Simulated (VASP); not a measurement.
Here is a VASP 6.6.1 calculation.

File POSCAR:

```
BaTiO3
1.0
    3.9832200000      0.0000000000      0.0000000000
    0.0000000000      3.9832200000      0.0000000000
    0.0000000000      0.0000000000      3.9832200000
Ba Ti O
1 1 3
Direct
    0.0000000000      0.0000000000      0.0000000000
    0.5000000000      0.5000000000      0.5000000000
    0.5000000000      0.5000000000      0.0000000000
    0.0000000000      0.5000000000      0.5000000000
    0.5000000000      0.0000000000      0.5000000000
```

File INCAR.step1:

```
ALGO = Normal ; EDIFF = 1E-5
ENCUT = 520 ; GGA = PE
ISIF = 2 ; ISMEAR = 0
LASPH = T ; LCHARG = F
LMAXMIX = 4 ; LREAL = F
LWAVE = T ; NELM = 80
PREC = Accurate ; SIGMA = 0.02
```

Contents of INCAR.step2:

```
ALGO = Normal ; EDIFF = 1E-6
ENCUT = 520 ; GGA = PE
HFSCREEN = 0.2 ; ISIF = 2
ISMEAR = 0 ; ISTART = 1
LASPH = T ; LCHARG = F
LHFCALC = T ; LMAXMIX = 4
LREAL = F ; LWAVE = F
NELM = 80 ; PREC = Accurate
PRECFOCK = Fast ; SIGMA = 0.02
```

File KPOINTS:

```
k-points
0
Gamma
  4 4 4
```

The input KPOINTS_OPT:

```
path GXMGRX,MR
12
line-mode
reciprocal
 0.0000000000  0.0000000000  0.0000000000  G
 0.0000000000  0.5000000000  0.0000000000  X

 0.0000000000  0.5000000000  0.0000000000  X
 0.5000000000  0.5000000000  0.0000000000  M

 0.5000000000  0.5000000000  0.0000000000  M
 0.0000000000  0.0000000000  0.0000000000  G

 0.0000000000  0.0000000000  0.0000000000  G
 0.5000000000  0.5000000000  0.5000000000  R

 0.5000000000  0.5000000000  0.5000000000  R
 0.0000000000  0.5000000000  0.0000000000  X

 0.5000000000  0.5000000000  0.0000000000  M
 0.5000000000  0.5000000000  0.5000000000  R
```

Potentials or basis: VASP PAW PBE potentials, release 64 (Ba_sv, Ti_sv, O).

The run is started by

```console
$ cat potpaw_PBE.64/Ba_sv/POTCAR potpaw_PBE.64/Ti_sv/POTCAR potpaw_PBE.64/O/POTCAR > POTCAR
$ cp INCAR.step1 INCAR
$ mpirun -np 1 vasp_std > vasp.out
$ cp INCAR.step2 INCAR
$ mpirun -np 1 vasp_std > vasp.out
```

**Question.** What does it give for the pressure?

**Answer.** 0.9 GPa.

**Question.** Predict the band gap along the path.

**Answer.** 3.19 eV, indirect (least direct gap 3.29 eV).

**Question.** What does it give for the band gap on the k mesh?

**Answer.** 3.19 eV, indirect (least direct gap 3.29 eV).

Levels at the corners of the path, in eV from the valence-band top:
```tsv
point	band 16	band 17	band 18	band 19	band 20	band 21	band 22	band 23	band 24
Γ	-1.20	-1.20	-0.11	-0.11	-0.11	3.19	3.19	3.19	5.38
X	-2.05	-1.95	-1.95	-0.76	-0.76	3.37	5.16	5.16	5.39
X	-2.05	-1.95	-1.95	-0.76	-0.76	3.37	5.16	5.16	5.39
M	-2.91	-1.92	-0.91	-0.91	-0.09	5.17	5.17	5.70	6.35
M	-2.91	-1.92	-0.91	-0.91	-0.09	5.17	5.17	5.70	6.35
Γ	-1.20	-1.20	-0.11	-0.11	-0.11	3.19	3.19	3.19	5.38
Γ	-1.20	-1.20	-0.11	-0.11	-0.11	3.19	3.19	3.19	5.38
R	-2.52	-2.52	0.00	0.00	0.00	5.98	5.98	5.98	8.42
R	-2.52	-2.52	0.00	0.00	0.00	5.98	5.98	5.98	8.42
X	-2.05	-1.95	-1.95	-0.76	-0.76	3.37	5.16	5.16	5.39
M	-2.91	-1.92	-0.91	-0.91	-0.09	5.17	5.17	5.70	6.35
R	-2.52	-2.52	0.00	0.00	0.00	5.98	5.98	5.98	8.43
```

Caveat: the PAW data sets were made with another functional, which shifts forces and pressure a little; spin-orbit coupling is left out, which moves the levels of the heavy elements.
